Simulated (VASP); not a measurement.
Input:

```yaml
crystal:
  lattice:
    - [0.00000, 3.35527, 3.35527]
    - [3.35527, 0.00000, 3.35527]
    - [3.35527, 3.35527, 0.00000]
  atoms:
    - { symbol: Sr, position: [0.00000, 0.00000, 0.00000] }
    - { symbol: Te, position: [0.51490, 0.48510, 0.48510] }
```

Method: r2SCAN meta-GGA, VASP's PBE PAW potentials (set 64) (plane waves; VASP). Run with 480 eV cut-off, 6×6×6 Γ-centred mesh, Gaussian smearing of 0.050 eV, potentials Sr_sv Te.

### Question
Give the force on each atom (eV/Å).

### Answer

```tsv
atom	Fx	Fy	Fz
Sr1	-0.268	0.000	0.000
Te2	0.268	0.000	0.000
```

### Question
Give the stress tensor in GPa (positive for a compressed cell).

### Answer

```
 0.38   0.00   0.00
 0.00  -0.02   0.00
 0.00   0.00  -0.02
```
The pressure is its mean diagonal, 0.11 GPa.

The compound is SrTe in the rock salt structure. This cell was strained or had an atom moved on purpose.
